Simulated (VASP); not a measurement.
TiB2 (AlB2 type) is relaxed at rising pressure, each step from the one before. Symmetry mostly holds the structure type, and other phases were not tried. The mesh follows the cell, and a change of mesh leaves a small step in the series.

Data:

```cif
data_B2Ti
_chemical_formula_sum 'Ti1 B2'
_space_group_name_H-M_alt 'P 1'
_space_group_IT_number 1
_cell_length_a 2.99593
_cell_length_b 2.99593
_cell_length_c 3.16326
_cell_angle_alpha 90.000
_cell_angle_beta 90.000
_cell_angle_gamma 120.000
loop_
_space_group_symop_operation_xyz
  'x, y, z'
loop_
_atom_site_label
_atom_site_type_symbol
_atom_site_fract_x
_atom_site_fract_y
_atom_site_fract_z
_atom_site_occupancy
Ti1 Ti 0.00000 0.00000 0.00000 1
B1 B 0.33333 0.66667 0.50000 1
B2 B 0.66667 0.33333 0.50000 1
```

These are LDA (Ceperley-Alder, Perdew-Zunger), VASP's LDA PAW potentials (set 64) (plane waves; VASP) values and carry that method's errors. Numerical set-up: 620 eV cut-off, 12×12×10 Γ-centred mesh, first-order Methfessel-Paxton smearing of 0.10 eV, potentials Ti_sv B.

```tsv
P (GPa)	V (Å³/atom)	H − H(0) (eV/atom)	space group	gap on the mesh (eV)	k-mesh
0	8.20	0.000	P6/mmm	0.00	12×12×10
5	8.05	0.253	P6/mmm	0.00	12×12×10
10	7.92	0.503	P6/mmm	0.00	12×12×10
20	7.68	0.990	P6/mmm	0.00	12×12×10
30	7.48	1.463	P6/mmm	0.00	12×12×10
45	7.21	2.150	P6/mmm	0.00	12×12×10
```

Pressures at which the relaxation failed are left out.

The compound is TiB2 in the AlB2 type structure.
